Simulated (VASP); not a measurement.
# What goes wrong when Lanthanum is relaxed with a bad input, part 2 of 2

Some relaxations of Lanthanum get a fault in the input on purpose. Which of them show, and how? The starting structure is a measured crystal structure from the Crystallography Open Database. The first relaxation on each setting starts from this cell expanded by 3 % in volume.

VASP 6.6.1.

Results so far: reference 34.03 Å³ an atom; a k mesh far too coarse 29.51 Å³ an atom; a smearing far too wide 40.09 Å³ an atom.

## Step 5: Relaxation with the cell held fixed (ISIF = 2)

Level of this step: PBEsol; plane waves and PAW (La) (VASP).

A slip made on purpose: the cell held fixed (ISIF = 2). Against step 2 the input has ISIF = 2 (also changed: NELM).

The input, INCAR:

```
SYSTEM = La
PREC = Accurate
ENCUT = 450
EDIFF = 1E-06
NELM = 60
ISMEAR = 1
SIGMA = 0.15
LREAL = .FALSE.
ALGO = Normal
GGA = PS
NBANDS = 28
LASPH = .TRUE.
LORBIT = 11
LWAVE = .FALSE.
LCHARG = .FALSE.
KPAR = 8
IBRION = 2
NSW = 50
ISIF = 2
EDIFFG = -0.006
```

The input, POSCAR:

```
La
1.0
    3.8073291604      0.0000000000      0.0000000000
   -1.9036645802      3.2972437735      0.0000000000
    0.0000000000      0.0000000000     12.2793939684
La
4
Direct
    0.6666666667      0.3333333333      0.2500000000
    0.3333333333      0.6666666667      0.7500000000
    0.0000000000      0.0000000000      0.5000000000
    0.0000000000      0.0000000000      0.0000000000
```

The input, KPOINTS:

```
Automatic mesh
0
Gamma
12 12 4
0 0 0
```

Potentials, in the order of the species: La (PBE family, release 64).

Started as:

```sh
$ mpirun -np 8 vasp_std
```

Log:

```text
[... set-up lines as in an earlier step ...]
 entering main loop
       N       E                     dE             d eps       ncg     rms          rms(c)
DAV:   1     0.553799964930E+03    0.55380E+03   -0.13565E+04  3208   0.188E+03
DAV:   2     0.102896325611E+03   -0.45090E+03   -0.44373E+03  4776   0.411E+02
DAV:   3    -0.634888374973E+01   -0.10925E+03   -0.10770E+03  5548   0.243E+02
DAV:   4    -0.190489210069E+02   -0.12700E+02   -0.12390E+02  5936   0.836E+01
[...]
DAV:  14    -0.212158850595E+02    0.50485E-05   -0.18082E-05  5040   0.330E-02    0.974E-03
DAV:  15    -0.212158827736E+02    0.22859E-05   -0.51495E-06  3864   0.259E-02    0.207E-03
DAV:  16    -0.212158820517E+02    0.72192E-06   -0.11154E-06  2648   0.203E-02
   1 F= -.21215882E+02 E0= -.21215301E+02  d E =-.212159E+02
[...]
reached required accuracy - stopping structural energy minimisation
```

The job ended after 32 s (8 MPI ranks of Intel Xeon 6975P-C (Granite Rapids), shared host; peak memory 3.1 GiB; 3.3 min of CPU time).

OUTCAR, selected parts (step 5):

```text
  Total       -2.7510011     -2.7510011     -2.8396001      0.0000000      0.0000000      0.0000000
  in kB      -28.5925527    -28.5925527    -29.5134069      0.0000000      0.0000000      0.0000000
  external PRESSURE =     -28.8995041 kB  Pullay stress =       0.0000000 kB

 POSITION                                       TOTAL-FORCE (eV/Angst)
 -----------------------------------------------------------------------------------
      1.90366      1.09908      3.06985         0.000000     -0.000000     -0.000000
     -0.00000      2.19816      9.20955        -0.000000      0.000000     -0.000000
      0.00000      0.00000      6.13970        -0.000000      0.000000      0.000000
      0.00000      0.00000      0.00000        -0.000000      0.000000      0.000000
 -----------------------------------------------------------------------------------
    total drift:                               -0.000000      0.000000      0.000000

  FREE ENERGIE OF THE ION-ELECTRON SYSTEM (eV)
  ---------------------------------------------------
  free  energy   TOTEN  =       -21.2158820517 eV

  energy  without entropy=      -21.2141393307  energy(sigma->0) =      -21.21530114

[... 2 parts as in an earlier step ...]

[... 2 further parts left out ...]
[key lines of the parts left out:]
E-fermi :   7.3969
```

With the cell held fixed (ISIF = 2) the cell ends at 38.538 Å³ an atom, +13.25 % from the reference.

## Step 6: Relaxation with one electron too many

A slip made on purpose: one electron too many. Against step 2 the input has NELECT = 45 (also changed: NELM).

INCAR: that of step 5 with these lines changed.

```diff
@@ -18,3 +18,4 @@
 NSW = 50
-ISIF = 2
+ISIF = 3
 EDIFFG = -0.006
+NELECT = 45
```

POSCAR is that of step 5.

KPOINTS is that of step 5.

Started as:

```sh
$ mpirun -np 8 vasp_std
```

Log:

```text
[... set-up lines as in an earlier step ...]
 entering main loop
       N       E                     dE             d eps       ncg     rms          rms(c)
DAV:   1     0.568472539003E+03    0.56847E+03   -0.13757E+04  3208   0.191E+03
DAV:   2     0.113058508688E+03   -0.45541E+03   -0.44841E+03  4776   0.418E+02
DAV:   3     0.229201968587E+01   -0.11077E+03   -0.10916E+03  5548   0.247E+02
DAV:   4    -0.113835953744E+02   -0.13676E+02   -0.13275E+02  5936   0.862E+01
DAV:   5    -0.135118824484E+02   -0.21283E+01   -0.20478E+01  6320   0.331E+01BRMIX: very serious problems
 the old and the new charge density differ
 old charge density:    44.00000 new   45.00000
BRMIX: very serious problems
 the old and the new charge density differ
 old charge density:    44.00000 new   45.00000
BRMIX: very serious problems
 the old and the new charge density differ
 old charge density:    44.00000 new   45.00000
BRMIX: very serious problems
 the old and the new charge density differ
 old charge density:    44.00000 new   45.00000
BRMIX: very serious problems
 the old and the new charge density differ
[...]
DAV:   7    -0.138015515694E+02    0.74194E-02   -0.40031E-01  6168   0.476E+00    0.534E-01
DAV:   8    -0.138029797249E+02   -0.14282E-02   -0.61417E-02  6320   0.174E+00    0.222E-01
DAV:   9    -0.138035849895E+02   -0.60526E-03   -0.11104E-02  6072   0.693E-01    0.144E-01
[...]
DAV:  13    -0.138041872129E+02    0.11881E-05   -0.12066E-04  5816   0.833E-02    0.723E-03
DAV:  14    -0.138041888429E+02   -0.16301E-05   -0.30020E-05  5096   0.387E-02    0.536E-03
DAV:  15    -0.138041878735E+02    0.96944E-06   -0.22971E-06  3384   0.219E-02
   1 F= -.13804188E+02 E0= -.13803387E+02  d E =-.138042E+02
[... from here on, the cycles between the ionic steps are left out ...]
   2 F= -.14564798E+02 E0= -.14564446E+02  d E =-.760610E+00
   3 F= -.14565153E+02 E0= -.14564868E+02  d E =-.760965E+00
   4 F= -.14565758E+02 E0= -.14565484E+02  d E =-.605076E-03
   5 F= -.14566159E+02 E0= -.14565902E+02  d E =-.100565E-02
   6 F= -.14566185E+02 E0= -.14565932E+02  d E =-.103181E-02
   7 F= -.14566182E+02 E0= -.14565928E+02  d E =-.102878E-02
   8 F= -.14566209E+02 E0= -.14565939E+02  d E =-.269411E-04
 trial-energy change:   -0.000027  1 .order   -0.000024   -0.000068    0.000021
 step:   1.0139(harm=  1.0139)  dis= 0.00000  next Energy=   -14.566208 (dE=-0.260E-04)
 reached required accuracy - stopping structural energy minimisation
```

Wall time 2.2 min (8 MPI ranks); peak memory 3.3 GiB; 16 min of CPU time.

OUTCAR, selected parts (step 6):

```text
  Total        0.0192934      0.0192934     -0.0013101      0.0000000     -0.0000000      0.0000000
  in kB        0.1583085      0.1583085     -0.0107495      0.0000000     -0.0000000      0.0000000
  external PRESSURE =       0.1019558 kB  Pullay stress =       0.0000000 kB

 POSITION                                       TOTAL-FORCE (eV/Angst)
 -----------------------------------------------------------------------------------
      2.06894      1.19450      3.29207         0.000000     -0.000000      0.000000
     -0.00000      2.38901      9.87622        -0.000000      0.000000     -0.000000
     -0.00000      0.00000      6.58415        -0.000000     -0.000000      0.000000
      0.00000      0.00000      0.00000        -0.000000     -0.000000      0.000000
 -----------------------------------------------------------------------------------
    total drift:                               -0.000000      0.000000      0.000000

  FREE ENERGIE OF THE ION-ELECTRON SYSTEM (eV)
  ---------------------------------------------------
  free  energy   TOTEN  =       -14.5662090049 eV

  energy  without entropy=      -14.5653989268  energy(sigma->0) =      -14.56593898

[... 2 parts as in an earlier step ...]

[... 2 further parts left out ...]
[key lines of the parts left out:]
E-fermi :   5.4286
```

With one electron too many the cell ends at 48.815 Å³ an atom, +43.46 % from the reference.

## Step 7: The runs compared

```csv
run,volume (Å³/atom),change (%),pressure left (GPa),core minutes
reference,34.028,-,0.0,18.0
a k mesh far too coarse,29.515,-13.26,0.01,3.07
a smearing far too wide,40.086,17.8,0.0,49.7
the cell held fixed (ISIF = 2),38.538,13.25,-2.89,4.27
one electron too many,48.815,43.46,0.01,17.3
```

Core minutes are wall time times ranks, summed over the relaxations behind a row (those for a bulk modulus apart), on shared hosts.

## Step 8: What came out

| Property | Result |
| --- | --- |
| volume of the reference | 34.03 Å³/atom |
| volume against the reference, a k mesh far too coarse | -13.26 % |
| volume against the reference, a smearing far too wide | +17.80 % |
| volume against the reference, the cell held fixed (ISIF = 2) | +13.25 % |
| volume against the reference, one electron too many | +43.46 % |

What this shows: Finished, but with signs in the output that stand out against the reference: a k mesh far too coarse, with the volume changed by -13.3 %, a by -9.7 % and c by +6.4 % (signs: -9.9 GPa at the first ionic step (of the first relaxations, not shown; reference: -2.9 GPa)); a smearing far too wide, with the volume changed by +17.8 % (signs: a warning that the highest band is occupied, warnings that the electronic loop ran out of cycles, 0.8 GPa at the first ionic step (of the first relaxations, not shown; reference: -2.9 GPa) and a large entropy term in the energy); the cell held fixed (ISIF = 2), with the volume kept at the input's, +13.3 % from the reference (signs: a stress of up to 3.0 GPa); one electron too many, with the volume changed by +43.5 % (signs: a warning on the charge density and 6.9 GPa at the first ionic step (of the first relaxations, not shown; reference: -2.9 GPa)). The reference was restarted once and the runs with a slip weren't, so their cells may not have settled fully. Further runs on this material are not shown.

[Lines on the potential files, build, host, timing and source positions are cut from VASP's logs without a mark.]

[Logs are printed without paths, hosts, clocks, repeated set-up lines and the standing remarks that a program may print on its own settings, such as how far it seeks lower states.]

[Hosts, paths, dates, database ids (printed as entryN), source tags and the programs' standing remarks are cut or masked in the printed files.]
